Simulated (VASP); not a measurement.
Computed with PBE GGA, VASP's PBE PAW potentials (set 64) (plane waves; VASP 6.6.1).

The input files of a VASP run:

POSCAR:
```
C
1.0
  0.0000000000   1.7448590000   1.7448590000
  1.7448590000   0.0000000000   1.7448590000
  1.7448590000   1.7448590000   0.0000000000
C
2
Direct
  0.0000000000   0.0000000000   0.0000000000
  0.2500000000   0.2500000000   0.2500000000
```

INCAR:
```
ALGO=Normal
EDIFF=1E-6
ENCUT=400
GGA=PE
ISIF=2
ISMEAR=-1
LASPH=.TRUE.
LCHARG=.FALSE.
LREAL=.FALSE.
LWAVE=.FALSE.
NELM=100
PREC=Accurate
SIGMA=0.02
SYSTEM=C
```

File KPOINTS:
```
kpoints
0
Gamma
  11 11 11
0 0 0
```

POTCAR, in this order: C (PBE.64 set). Program: vasp_std.

At this cut-off the stress carries a Pulay error, which pulls relaxed volumes low.

### Question
What does the run give for the energy per atom (σ→0), pressure?

### Answer

| Item | Value |
|---|---|
| energy per atom (σ→0) | -873.9 kJ/mol-atom |
| pressure | 30.94 GPa |

### OSZICAR
```
...
DAV:   5    -0.188769181706E+02   -0.27688E-07   -0.27688E-07   936   0.277E-03    0.610E+00
DAV:   6    -0.183066937575E+02    0.57022E+00   -0.42658E-01   936   0.527E+00    0.370E+00
DAV:   7    -0.181131854043E+02    0.19351E+00   -0.47161E-01  1056   0.565E+00    0.893E-01
DAV:   8    -0.181145565177E+02   -0.13711E-02   -0.17848E-03   920   0.485E-01    0.509E-02
DAV:   9    -0.181145679401E+02   -0.11422E-04   -0.13164E-04  1280   0.101E-01    0.286E-02
DAV:  10    -0.181145803117E+02   -0.12372E-04   -0.12204E-05   952   0.414E-02    0.725E-03
DAV:  11    -0.181145801322E+02    0.17945E-06   -0.31769E-08   592   0.208E-03
   1 F= -.18114580E+02 E0= -.18114580E+02  d E =-.444155E-12
```

The structure is a typed C crystal (Fd-3m). The cell was not relaxed at this level, and its volume differs by -5.9 % from the start's.
